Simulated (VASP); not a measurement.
A run of VASP 6.6.1 is set up as follows.

Contents of INCAR:

```
SYSTEM = TiC
PREC = Accurate ; ENCUT = 520
EDIFF = 1E-7 ; ISMEAR = 0
SIGMA = 1.0 ; LREAL = .FALSE.
LASPH = .TRUE. ; NELM = 60
ALGO = Normal ; ISIF = 3
LWAVE = .FALSE. ; LCHARG = .FALSE.
GGA = PE ; IBRION = 2
NSW = 80 ; EDIFFG = -0.002
```

KPOINTS

```
regular mesh
0
G
  16 16 16
  0 0 0
```

File POSCAR:

```
TiC                                     
1.0
    0.0000000000      2.1699009300      2.1699009300
    2.1699009300      0.0000000000      2.1699009300
    2.1699009300      2.1699009300      0.0000000000
  Ti              C             
     1     1
Direct
     0.0000000000000000    0.0000000000000000    0.0000000000000000
     0.5000000000000000    0.5000000000000000    0.5000000000000000
```

Potentials or basis: VASP PAW PBE potentials, release 64 (Ti_sv, C).

Launch:

```bash
$ cat potpaw_PBE.64/Ti_sv/POTCAR potpaw_PBE.64/C/POTCAR > POTCAR
$ mpirun -np 1 vasp_std > vasp.out
```

Predict the band gap on the k mesh.

none (metal or under the smearing width).

Final structure:
```xyz
2
Lattice="0.0000 2.1699 2.1699 2.1699 0.0000 2.1699 2.1699 2.1699 0.0000" Properties=species:S:1:pos:R:3 pbc="T T T"
Ti    0.0000    0.0000    0.0000
C     2.1699    2.1699    2.1699
```

Caveat: the relaxation stopped at its first step, so nothing moved.
